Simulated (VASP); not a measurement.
These are PBEsol GGA, VASP's PBE PAW potentials (set 64) (plane waves; VASP) values and carry that method's errors.

Input for VASP

INCAR:
```
NELM=100   # most electronic steps
LREAL=.False.   # projection in real space or not
SYSTEM=Cd4SSe3
EDIFF=1E-7   # SCF stop (eV)
NEDOS=601   # DOS grid
LEFG=.True.
LCHARG=.True.
PREC=Accurate
GGA=PS   # PBEsol
LMAXMIX=4
LWAVE=.False.
ISIF=2   # forces and stress, cell fixed
LORBIT=11
ISMEAR=-5   # tetrahedra, Bloechl
LASPH=.True.   # aspherical one-centre terms
ENCUT=400
ALGO=Normal   # blocked Davidson
```

**KPOINTS**
```
Automatic mesh
0
Gamma
7 7 2
0 0 0
```

File POSCAR:
```
Cd4SSe3
1
    2.1290984251    -3.6877064810    -0.0000000000
    2.1290984251     3.6877064810     0.0000000000
    0.0000000000    -0.0000000000    13.8733165453
Cd Se S
4 3 1
Direct
  0.6666670000   0.3333330000   0.2525966686
  0.3333330000   0.6666670000   0.9979230363
  0.6666670000   0.3333330000   0.7422907486
  0.3333330000   0.6666670000   0.5079206988
  0.6666670000   0.3333330000   0.4424666578
  0.3333330000   0.6666670000   0.1877836914
  0.6666670000   0.3333330000   0.9328063790
  0.3333330000   0.6666670000   0.6902121196
```

POTCAR, in this order: Cd Se S (PBE.64 set). Program: vasp_std.

What does the run give for the energy per atom (σ→0)?

```
Item                                Value
---------------------  ------------------
energy per atom (σ→0)  -305.0 kJ/mol-atom
```

OSZICAR:
```
...
DAV:  11    -0.252896346337E+02   -0.11514E-03   -0.24197E-04  1474   0.900E-02    0.408E-02
DAV:  12    -0.252896939047E+02   -0.59271E-04   -0.71385E-05  1502   0.446E-02    0.183E-02
DAV:  13    -0.252897031134E+02   -0.92087E-05   -0.90912E-06  1542   0.153E-02    0.856E-03
DAV:  14    -0.252897043891E+02   -0.12758E-05   -0.35550E-06  1521   0.963E-03    0.439E-03
DAV:  15    -0.252897046113E+02   -0.22214E-06   -0.78004E-07  1413   0.498E-03    0.201E-03
DAV:  16    -0.252897047793E+02   -0.16798E-06   -0.18599E-07  1061   0.229E-03    0.962E-04
DAV:  17    -0.252897047857E+02   -0.64783E-08   -0.12497E-07  1084   0.169E-03
   1 F= -.25289705E+02 E0= -.25289705E+02  d E =0.000000E+00
```

The structure was generated: Cd4SSe3 was put into an ordered model structure (P3m1), which need not be its known phase. It was relaxed first.
